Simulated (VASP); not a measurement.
# KMgF3 with MS2: from relaxation to properties, part 5 of 5

Aim: relax KMgF3, then compute properties on the relaxed cell. Left out of this account: 1 further run (core levels: core levels are not valid at this level). The start is a cell from a database of measured crystal structures.

VASP 6.6.1; MS2; plane waves and PAW (K_sv, Mg, F).

So far, gap on the k-mesh (eV): step 2 (full relaxation (MS2)) 7.83; step 5 (total and projected DOS (MS2)) 7.83; step 7 (volume scan with MS2) 8.35; step 8 (volume scan with MS2 (run 2)) 8.17.

## Step 12: Volume scan with MS2 (run 6)

Contents of INCAR:

```
SYSTEM = KMgF3
PREC = Accurate
ENCUT = 520
EDIFF = 1E-06
NELM = 100
ISMEAR = 0
SIGMA = 0.05
LREAL = .FALSE.
ALGO = Normal
METAGGA = MS2
LASPH = .TRUE.
NBANDS = 22
LORBIT = 11
LWAVE = .FALSE.
LCHARG = .FALSE.
KPAR = 2
ISIF = 2
```

Contents of POSCAR:

```
KMgF3
1.0
    4.0355530533      0.0000000000      0.0000000000
    0.0000000000      4.0355530533      0.0000000000
    0.0000000000      0.0000000000      4.0355530533
K Mg F
1 1 3
Direct
    0.5000000000      0.5000000000      0.5000000000
    0.0000000000      0.0000000000      0.0000000000
    0.0000000000      0.0000000000      0.5000000000
    0.0000000000      0.5000000000      0.0000000000
    0.5000000000      0.0000000000      0.0000000000
```

Contents of KPOINTS:

```
Automatic mesh
0
Gamma
6 6 6
0 0 0
```

PAW data sets: K_sv, Mg and F (PBE family, release 64).

Command:

```console
> mpirun -np 2 vasp_std
```

Log:

```text
[... set-up lines as in an earlier step ...]
 entering main loop
       N       E                     dE             d eps       ncg     rms          rms(c)
DAV:   1     0.191561485809E+03    0.19156E+03   -0.17075E+04   920   0.134E+03
DAV:   2    -0.416876767033E+02   -0.23325E+03   -0.22724E+03  1142   0.365E+02
DAV:   3    -0.533399273821E+02   -0.11652E+02   -0.11482E+02  1360   0.709E+01
DAV:   4    -0.538092527521E+02   -0.46933E+00   -0.46430E+00  1216   0.884E+00
[...]
DAV:  15    -0.410973449569E+02   -0.32116E-05   -0.10368E-05  1252   0.280E-02    0.168E-02
DAV:  16    -0.410973466482E+02   -0.16913E-05   -0.40330E-06  1002   0.184E-02    0.629E-03
DAV:  17    -0.410973468919E+02   -0.24367E-06   -0.16853E-07   542   0.343E-03
   1 F= -.41097347E+02 E0= -.41097347E+02  d E =-.107137E-10
```

Wall time 27 s (2 MPI ranks of AMD EPYC 9R45, shared host); peak memory 0.31 GiB; 53 s of CPU time.

OUTCAR, selected parts (step 12):

```text
  Total       -1.1426187     -1.1426187     -1.1426187     -0.0000000     -0.0000000      0.0000000
  in kB      -27.8549727    -27.8549727    -27.8549727     -0.0000000     -0.0000000      0.0000000
  external PRESSURE =     -27.8549727 kB  Pullay stress =       0.0000000 kB

 POSITION                                       TOTAL-FORCE (eV/Angst)
 -----------------------------------------------------------------------------------
      2.01778      2.01778      2.01778         0.000000      0.000000      0.000000
      0.00000      0.00000      0.00000         0.000000      0.000000      0.000000
      0.00000      0.00000      2.01778         0.000000      0.000000      0.000000
      0.00000      2.01778      0.00000         0.000000      0.000000      0.000000
      2.01778      0.00000      0.00000         0.000000      0.000000      0.000000
 -----------------------------------------------------------------------------------
    total drift:                                0.000000     -0.000000      0.000000

  FREE ENERGIE OF THE ION-ELECTRON SYSTEM (eV)
  ---------------------------------------------------
  free  energy   TOTEN  =       -41.0973468919 eV

  energy  without entropy=      -41.0973468919  energy(sigma->0) =      -41.09734689

[... 1 part as in an earlier step ...]

[... 2 further parts left out ...]
[key lines of the parts left out:]
E-fermi :  -1.9146
```

The pressure falls from -1.48 to -2.79 GPa.

The run ends at a pressure of -2.79 GPa.

## Step 13: Volume scan with MS2 (run 7)

A prediction first. A parabola through the 6 pressures of evenly scaled cells so far, P = -0.03 -77.4 t +183 t² GPa with t = ln(V/V₁) and V₁ the volume at scale 1, gives -3.91 GPa at t = +0.0583.

INCAR is that of step 12.

Edit POSCAR of step 12 so:

```diff
@@ -2,5 +2,5 @@
 1.0
-    4.0355530533      0.0000000000      0.0000000000
-    0.0000000000      4.0355530533      0.0000000000
-    0.0000000000      0.0000000000      4.0355530533
+    4.0612579059      0.0000000000      0.0000000000
+    0.0000000000      4.0612579059      0.0000000000
+    0.0000000000      0.0000000000      4.0612579059
 K Mg F
```

KPOINTS is that of step 12.

Command:

```console
> mpirun -np 2 vasp_std
```

Log:

```text
[... set-up lines as in an earlier step ...]
 entering main loop
       N       E                     dE             d eps       ncg     rms          rms(c)
DAV:   1     0.193591624429E+03    0.19359E+03   -0.16826E+04   920   0.133E+03
DAV:   2    -0.409356825104E+02   -0.23453E+03   -0.22512E+03  1204   0.361E+02
DAV:   3    -0.534331597697E+02   -0.12497E+02   -0.12370E+02  1386   0.717E+01
DAV:   4    -0.537042815022E+02   -0.27112E+00   -0.26763E+00  1188   0.806E+00
[...]
DAV:  15    -0.410727351283E+02   -0.30005E-05   -0.10738E-05  1220   0.287E-02    0.177E-02
DAV:  16    -0.410727368010E+02   -0.16727E-05   -0.44133E-06  1024   0.192E-02    0.652E-03
DAV:  17    -0.410727369911E+02   -0.19015E-06   -0.19428E-07   596   0.368E-03
   1 F= -.41072737E+02 E0= -.41072737E+02  d E =-.252055E-11
```

It took 27 s on 2 MPI ranks; peak memory 0.32 GiB.

OUTCAR, selected parts (step 13):

```text
  Total       -1.6534147     -1.6534147     -1.6534147     -0.0000000      0.0000000     -0.0000000
  in kB      -39.5467369    -39.5467369    -39.5467369     -0.0000000      0.0000000     -0.0000000
  external PRESSURE =     -39.5467369 kB  Pullay stress =       0.0000000 kB

 POSITION                                       TOTAL-FORCE (eV/Angst)
 -----------------------------------------------------------------------------------
      2.03063      2.03063      2.03063         0.000000      0.000000      0.000000
      0.00000      0.00000      0.00000         0.000000      0.000000      0.000000
      0.00000      0.00000      2.03063         0.000000      0.000000      0.000000
      0.00000      2.03063      0.00000         0.000000      0.000000      0.000000
      2.03063      0.00000      0.00000         0.000000      0.000000      0.000000
 -----------------------------------------------------------------------------------
    total drift:                                0.000000     -0.000000      0.000000

  FREE ENERGIE OF THE ION-ELECTRON SYSTEM (eV)
  ---------------------------------------------------
  free  energy   TOTEN  =       -41.0727369911 eV

  energy  without entropy=      -41.0727369911  energy(sigma->0) =      -41.07273699

[... 1 part as in an earlier step ...]

[... 2 further parts left out ...]
[key lines of the parts left out:]
E-fermi :  -1.9942
```

The pressure falls from -2.79 to -3.95 GPa. The parabola predicted -3.91 GPa, +0.04 GPa off.

## Step 14: Side by side

Times are for 2 MPI ranks of AMD EPYC 9R45, shared host. Results by setting:

```csv
no.,volume scale,energy above the lowest point (meV/atom),pressure (GPa),gap on the k-mesh (eV),time,memory (GiB)
1,0.94,13.58,5.465,8.351,27 s,0.31
2,0.96,6.16,3.427,8.171,27 s,0.3
3,0.98,1.72,1.607,7.999,27 s,0.31
4,1,0,-0.02195,7.834,27 s,0.31
5,1.02,0.78,-1.481,7.677,27 s,0.31
6,1.04,3.71,-2.785,7.526,27 s,0.31
7,1.06,8.63,-3.955,7.380,27 s,0.32
```

## Step 15: Fit for MS2

This step: Birch-Murnaghan fit, MS2; plane waves and PAW (VASP 6.6.1).

Derived from the runs above.

This step gave:

```yaml
pressure_derivative_of_the_bulk_modulus: 4.298
r_m_s_error_of_the_fit: 1.23e-5 eV/atom
minimum_inside_the_sampled_range: yes
bulk_modulus: 76.25 GPa
equilibrium_volume_of_the_fit: 12.68 Å³/atom
```

Table of energy above the fitted minimum by volume:

```csv
volume (Å³/atom),energy above the fitted minimum (eV/atom)
11.880,0.0136
12.133,0.00618
12.386,0.00174
12.639,1.9e-5
12.892,8.0e-4
13.144,0.00373
13.397,0.00865
```

The fitted volume lies +0.36 % from the relaxed one, and the bulk modulus +1 % from that of the elastic tensor. At a finite cutoff and mesh the minimum of the energy and the zero of the stress don't quite coincide, and the relaxation stops at a threshold.

## Step 16: Bands along the symmetry lines (MS2), changed input

This step: MS2; plane waves and PAW (K_sv, Mg, F) (VASP 6.6.1).

Levels along the symmetry lines show where the bands peak and cross; KPOINTS_OPT computes them in the converged potential. Some settings are moved from the usual, to see what they do.

Contents of INCAR:

```
SYSTEM = KMgF3
PREC = Accurate
ENCUT = 800
EDIFF = 1E-06
NELM = 100
ISMEAR = 0
SIGMA = 0.05
LREAL = .FALSE.
ALGO = Normal
METAGGA = MS2
LASPH = .TRUE.
NBANDS = 31
LORBIT = 11
LWAVE = .FALSE.
LCHARG = .FALSE.
KPAR = 2
NELECT = 33
```

Edit POSCAR of step 13 so:

```diff
@@ -2,5 +2,5 @@
 1.0
-    4.0612579059      0.0000000000      0.0000000000
-    0.0000000000      4.0612579059      0.0000000000
-    0.0000000000      0.0000000000      4.0612579059
+    3.9831373406      0.0000000000      0.0000000000
+    0.0000000000      3.9831373406      0.0000000000
+    0.0000000000      0.0000000000      3.9831373406
 K Mg F
```

KPOINTS is that of step 13.

Contents of KPOINTS_OPT:

```
Line mode
16
Line-mode
Reciprocal
  0.00000000   0.00000000   0.00000000 GAMMA
  0.00000000   0.50000000   0.00000000 X

  0.00000000   0.50000000   0.00000000 X
  0.50000000   0.50000000   0.00000000 M

  0.50000000   0.50000000   0.00000000 M
  0.00000000   0.00000000   0.00000000 GAMMA

  0.00000000   0.00000000   0.00000000 GAMMA
  0.50000000   0.50000000   0.50000000 R

  0.50000000   0.50000000   0.50000000 R
  0.00000000   0.50000000   0.00000000 X

  0.50000000   0.50000000   0.00000000 M
  0.50000000   0.50000000   0.50000000 R
```

Command:

```console
> mpirun -np 2 vasp_std
```

Log:

```text
[... set-up lines as in an earlier step ...]
 entering main loop
       N       E                     dE             d eps       ncg     rms          rms(c)
DAV:   1     0.256334366349E+03    0.25633E+03   -0.20849E+04  1264   0.137E+03
DAV:   2    -0.316261551225E+02   -0.28796E+03   -0.26936E+03  1409   0.345E+02
DAV:   3    -0.499074791753E+02   -0.18281E+02   -0.17700E+02  1968   0.715E+01
DAV:   4    -0.507309479913E+02   -0.82347E+00   -0.82104E+00  1430   0.960E+00
DAV:   5    -0.507423136646E+02   -0.11366E-01   -0.11361E-01  1592   0.123E+00BRMIX: very serious problems
 the old and the new charge density differ
 old charge density:    32.00000 new   33.00000
BRMIX: very serious problems
 the old and the new charge density differ
 old charge density:    32.00000 new   33.00000
    0.176E+01
DAV:   6    -0.302369592410E+02    0.20505E+02   -0.10101E+01  1714   0.205E+01    0.575E+00
DAV:   7    -0.338438522214E+02   -0.36069E+01   -0.28426E+01  1467   0.170E+01    0.772E+00
DAV:   8    -0.341007331890E+02   -0.25688E+00   -0.91138E-01  1346   0.480E+00    0.591E+00
DAV:   9    -0.336268552956E+02    0.47388E+00   -0.47895E-01  1946   0.172E+00    0.362E+00
DAV:  10    -0.335636445514E+02    0.63211E-01   -0.43960E+00  1335   0.932E+00    0.299E+00
DAV:  11    -0.335654434393E+02   -0.17989E-02   -0.41720E-01  1678   0.282E+00    0.215E+00
DAV:  12    -0.335987604514E+02   -0.33317E-01   -0.17435E-02  1368   0.817E-01    0.171E+00
DAV:  13    -0.336112037120E+02   -0.12443E-01   -0.19793E-02  1464   0.648E-01    0.913E-01
DAV:  14    -0.336267222036E+02   -0.15518E-01   -0.18170E-02  1498   0.617E-01    0.704E-01
DAV:  15    -0.336347886294E+02   -0.80664E-02   -0.52794E-03  1631   0.373E-01    0.605E-01
DAV:  16    -0.336384815769E+02   -0.36929E-02   -0.18451E-03  1704   0.213E-01    0.498E-01
DAV:  17    -0.336426081943E+02   -0.41266E-02   -0.64976E-03  1420   0.327E-01    0.270E-01
DAV:  18    -0.336441467305E+02   -0.15385E-02   -0.12428E-03  1712   0.171E-01    0.151E-01
DAV:  19    -0.336448219847E+02   -0.67525E-03   -0.80229E-04  1531   0.119E-01    0.102E-01
DAV:  20    -0.336452176971E+02   -0.39571E-03   -0.12447E-03  1571   0.141E-01    0.736E-02
DAV:  21    -0.336452138786E+02    0.38185E-05   -0.28776E-05  1473   0.358E-02    0.209E-02
DAV:  22    -0.336452120130E+02    0.18656E-05   -0.13409E-05  1710   0.141E-02    0.160E-02
DAV:  23    -0.336452151395E+02   -0.31264E-05   -0.71301E-05  1334   0.293E-02    0.118E-02
DAV:  24    -0.336452111797E+02    0.39598E-05   -0.12788E-06  1083   0.659E-03    0.335E-03
DAV:  25    -0.336452096201E+02    0.15596E-05   -0.18670E-06  1364   0.571E-03    0.259E-03
DAV:  26    -0.336452095595E+02    0.60572E-07   -0.15441E-07   718   0.183E-03
   1 F= -.33645210E+02 E0= -.33643627E+02  d E =-.316436E-02
 Start KPOINTS_OPT (optional k-point list driver)
k-point batch [1-20\96]
       N       E                     dE             ncg
DAV:   1    -0.840269327819E+02   -0.10773E+05     1264
DAV:   2    -0.613382133227E+04   -0.60498E+04     1396
DAV:   3    -0.644610514480E+04   -0.31228E+03     1688
DAV:   4    -0.646055779878E+04   -0.14453E+02     1706
DAV:   5    -0.646063312252E+04   -0.75324E-01     1672
DAV:   6    -0.646063372868E+04   -0.60616E-03     1587
DAV:   7    -0.646063373929E+04   -0.10606E-04     1520
DAV:   8    -0.646063373966E+04   -0.37308E-06      929
[...]
k-point batch [81-96\96]
       N       E                     dE             ncg
DAV:   1     0.371068912527E+04   -0.22866E+05     1008
DAV:   2    -0.109975218952E+04   -0.48104E+04     1175
DAV:   3    -0.134728783047E+04   -0.24754E+03     1275
DAV:   4    -0.135950845211E+04   -0.12221E+02     1351
DAV:   5    -0.135956348102E+04   -0.55029E-01     1211
DAV:   6    -0.135956398414E+04   -0.50312E-03     1258
DAV:   7    -0.135956399215E+04   -0.80127E-05     1088
DAV:   8    -0.135956399240E+04   -0.24788E-06      820
```

The job ended after 4 min (2 MPI ranks; peak memory 0.62 GiB).

Parts of OUTCAR (step 16):

```text
NELECT = 33

 ion  position               nearest neighbor table
   1  0.500  0.500  0.500-   3 2.82   4 2.82   5 2.82   4 2.82   5 2.82   3 2.82   5 2.82   5 2.82
                             3 2.82   4 2.82   4 2.82   3 2.82   2 3.45   2 3.45   2 3.45   2 3.45
   2  0.000  0.000  0.000-   3 1.99   4 1.99   5 1.99   3 1.99   4 1.99   5 1.99   1 3.45   1 3.45
                             1 3.45   1 3.45   1 3.45   1 3.45   1 3.45   1 3.45
   3  0.000  0.000  0.500-   2 1.99   2 1.99   1 2.82   1 2.82   1 2.82   1 2.82
   4  0.000  0.500  0.000-   2 1.99   2 1.99   1 2.82   1 2.82   1 2.82   1 2.82
   5  0.500  0.000  0.000-   2 1.99   2 1.99   1 2.82   1 2.82   1 2.82   1 2.82

   ENCUT  =  800.0 eV  58.80 Ry    7.67 a.u.   9.19  9.19  9.19*2*pi/ulx,y,z

 E-fermi :   8.1392

 k-point     1 :       0.0000    0.0000    0.0000
  band No.  band energies     occupation
    ...
     15      -2.3953      2.00000
     16      -2.3953      2.00000
     17       5.0915      2.00000
     18       8.0329      1.99735
     19       8.0329      1.99735
     20      10.5801      0.00000
     21      10.5801      0.00000
     22      10.5801      0.00000
     23      12.1136      0.00000
     24      15.0862      0.00000
    ...

  Total       13.5096600     13.5096600     13.5096600     -0.0000000     -0.0000000     -0.0000000
  in kB      342.5146550    342.5146550    342.5146550     -0.0000000     -0.0000000     -0.0000000
  external PRESSURE =     342.5146550 kB  Pullay stress =       0.0000000 kB

 POSITION                                       TOTAL-FORCE (eV/Angst)
 -----------------------------------------------------------------------------------
      1.99157      1.99157      1.99157         0.000000      0.000000      0.000000
      0.00000      0.00000      0.00000         0.000000      0.000000      0.000000
      0.00000      0.00000      1.99157         0.000000      0.000000      0.000000
      0.00000      1.99157      0.00000         0.000000      0.000000      0.000000
      1.99157      0.00000      0.00000         0.000000      0.000000      0.000000
 -----------------------------------------------------------------------------------
    total drift:                                0.000000      0.000000     -0.000000

  FREE ENERGIE OF THE ION-ELECTRON SYSTEM (eV)
  ---------------------------------------------------
  free  energy   TOTEN  =       -33.6452095595 eV

  energy  without entropy=      -33.6420451970  energy(sigma->0) =      -33.64362738

[... 4 parts as in an earlier step ...]

[... 11 further parts left out ...]
```

The run converged; its settings lie outside those of the reference runs, so its numbers are set aside.

Settings moved from the usual: ENCUT = 800 and NELECT = 33.0.

NELECT differs from the neutral count, so the cell is charged against a uniform background: another system, not a numerical setting.

## Step 17: What came out

- relaxed volume: 12.64 Å³/atom
- relaxed conventional cell a, b, c: 3.983, 3.983, 3.983 Å
- space group after relaxing, within 0.02 Å: Pm-3m (No. 221)
- band gap: 7.83 eV, indirect (least direct gap of that run 8.16 eV)
- gap among the points of the DOS mesh alone, an upper bound: 7.83 eV
- bulk modulus (Hill): 75.5 GPa
- shear modulus (Hill): 49.9 GPa
- Debye temperature from the elastic constants: 562 K
- highest zone-centre mode: 469 cm⁻¹
- bulk modulus from the fit: 76.2 GPa
- volume from the fit: 12.7 Å³/atom

What this shows: With MS2, KMgF3 relaxes to 12.64 Å³/atom in space group Pm-3m (held by the symmetry of the run), has an indirect gap of 7.83 eV and has a bulk modulus of 76.2 GPa. Against the listed cell the volume lies -0.2 %. Bands along the symmetry lines (MS2): On this path the gap is indirect, 7.83 eV, with the valence top at R and the conduction bottom at Γ. The least direct gap is 8.16 eV. Elastic constants (MS2): The highest mode in this list at Γ, 469.3 cm⁻¹, has its largest share on F (69 % of the kinetic energy). Semilocal functionals usually underestimate gaps. Modes at Γ alone can't show that the crystal is stable at other wave vectors, and the LO-TO splitting is not included. No search among competing phases was made, and a listed structure need not be the one stable at ambient conditions. All values are for a static lattice at zero temperature.

[Lines on the potential files, build, host, timing and source positions are cut from VASP's logs without a mark.]

[Logs are printed without paths, hosts, clocks, repeated set-up lines and the standing remarks that a program may print on its own settings, such as how far it seeks lower states.]

[Hosts, paths, dates, database ids (printed as entryN), source tags and the programs' standing remarks are cut or masked in the printed files.]

[A measured line is paired with the nearest computed mode of its activity, which favours agreement.]
